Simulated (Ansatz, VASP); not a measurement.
# RhCl2: VASP beside Ansatz

```
Rh Cl
1.0
     5.76485    0.00000    0.00000
     0.00000    5.76485    0.00000
     0.00000    0.00000    3.77743
Rh Cl
2 4
Direct
  0.50000 0.50000 0.50000
  0.00000 0.00000 0.00000
  0.80262 0.19738 0.50000
  0.19738 0.80262 0.50000
  0.69738 0.69738 0.00000
  0.30262 0.30262 0.00000
```

Change from the starting cell: volume scaled by 1.04.

Alike in both runs: task single point; functional PBE; k mesh 5 × 5 × 7; occupations fermi-dirac, width 0.05 eV; no spin polarisation.

```csv
,VASP,Ansatz
version,VASP 6.6.1,Ansatz 0.2.0
potentials or method,"VASP PAW PBE potentials, release 64 (Rh_pv, Cl)",Ansatz PAW
plane-wave cutoff (eV),520,420
valence electrons in the cell,58,62
```

```csv
,VASP,Ansatz,Ansatz less VASP
gap on the k mesh at the Fermi level (eV),none,none,-
pressure (GPa),-3.5,-3.4,+0.09
largest component of the traceless stress (GPa),0.45,0.44,-0.008
rms of the force components (eV/Å),0.057,0.057,+0.0002
```

Atom by atom the forces differ by 0.000 eV/Å (rms over components). A gap of «none» marks a metal or a gap that the smearing closes. The functional is the same, so the differences come from potentials, cutoffs and numerics. The two sets of potentials don't hold the same shells in valence.
